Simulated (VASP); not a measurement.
An input for Ansatz (written as the equivalent of a VASP run, and not itself run):

Ansatz 0.2 input:
```yaml
crystal:
  lattice:
    - [4.0029649, 0.0000000, 0.0000000]
    - [-2.0014820, 3.4666687, 0.0000000]
    - [0.0000000, 0.0000000, 13.0120731]
  atoms:
    - { symbol: Mg, position: [0.0000000, 0.0000000, 0.0006819] }
    - { symbol: Mg, position: [0.0000000, 1.0000000, 0.5006819] }
    - { symbol: Mg, position: [0.6666670, 0.3333330, 0.7500982] }
    - { symbol: Mg, position: [0.3333330, 0.6666670, 0.2500982] }
    - { symbol: S, position: [0.0000000, 1.0000000, 0.8124807] }
    - { symbol: S, position: [0.0000000, 0.0000000, 0.3124807] }
    - { symbol: S, position: [0.6666670, 0.3333330, 0.5623692] }
    - { symbol: S, position: [0.3333330, 0.6666670, 0.0623692] }
kpoints:
  mp_grid: { grid: [6, 6, 2] }
hamiltonian:
  xc: r2scan
  pseudopotentials: { kind: paw }
scf:
  occupations: { method: gaussian, width: 0.05 }
  max_iter: 100
relax:
  max_steps: 60
  f_tol: 0.02
  cell: {}
output: { forces: true, stress: true, eigenvalues: true }
```

Task: Write the VASP files for the same calculation (r2SCAN).

Result: Several could match; the one computed here: 
**INCAR**
```
# general
SYSTEM  = MgS
PREC    = Accurate
ENCUT   = 400   # plane-wave cut-off (eV)
LREAL   = .FALSE.   # projection in real space or not
LASPH   = .TRUE.   # aspherical one-centre terms

# electronic loop
EDIFF   = 1E-6   # SCF stop (eV)
NELM    = 100   # most electronic steps
ALGO    = Normal   # blocked Davidson
LMIXTAU = .TRUE.

# smearing
ISMEAR  = 0
SIGMA   = 0.05   # width (eV)

# functional
METAGGA = R2SCAN

# ions
IBRION  = 2
NSW     = 60   # most ionic steps
ISIF    = 3
EDIFFG  = -0.02

# output
LWAVE   = .FALSE.
LCHARG  = .FALSE.
```

### POSCAR
```
MgS
1.0
  4.0029649426   0.0000000026   0.0000000000
 -2.0014819667   3.4666687133   0.0000000000
  0.0000000000   0.0000000000  13.0120731487
Mg S
4 4
Direct
  0.0000000000   0.0000000000   0.0006819037
  0.0000000000   1.0000000000   0.5006819037
  0.6666670000   0.3333330000   0.7500982109
  0.3333330000   0.6666670000   0.2500982109
  0.0000000000   1.0000000000   0.8124806818
  0.0000000000   0.0000000000   0.3124806818
  0.6666670000   0.3333330000   0.5623692036
  0.3333330000   0.6666670000   0.0623692036
```

**KPOINTS**
```
Automatic mesh
0
Gamma
6 6 2
0 0 0
```

POTCAR, in this order: Mg S (PBE.64 set). Program: vasp_std.

The two are equivalent in intent, not identical: each code has its own PAW files, so the cut-off isn't converted (ENCUT is set for VASP's; basis.ecutwfc is left out, and Ansatz then takes the one that its files recommend); Ansatz stops its SCF on the density residual and VASP on the energy change (EDIFF).

The structure was generated: MgS was put into the 4H type (P6_3mc), which need not be its known phase. This run relaxes it. Symmetry was kept, so distortions that lower it aren't found. The start is the result of an earlier pass.
